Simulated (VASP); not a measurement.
Consider the following.

HfO₂ is modelled in the cubic space group Fm-3m (No. 225), the fluorite structure, Pearson symbol cF12. Cell: a = b = c = 5.0653 Å, α = β = γ = 90.00°. Hf on 4a is coordinated by 8 O at 2.193 Å (cubic). O on 8c sees 4 Hf at 2.193 Å (tetrahedral). (Neighbours: up to the widest gap in distance over summed covalent radii, below 1.35, at either atom; cation-cation and far metal-metal contacts left out.)
(The calculation used a cell of 3 atoms; values per cell refer to that cell.)

Calculation: optB88-vdW, VASP's PBE PAW potentials (set 64) (plane waves; VASP). Run with 520 eV cut-off, 8×8×8 Γ-centred mesh, Gaussian smearing of 0.050 eV, potentials Hf_pv O.

### Question
Give the energy at these volumes per atom, relative to the lowest: 10.17, 10.50, 10.82, 11.15, 11.47 Å³.

### Answer
36.1, 8.7, 0.0, 7.1, 27.8 meV/atom. A third-order Birch-Murnaghan fit gives B0 = 260 GPa and B0′ = 4.3.

The compound is HfO2 in the fluorite structure, the high-temperature cubic form, which is unstable at 0 K; the monoclinic form is the stable one. It was relaxed first.
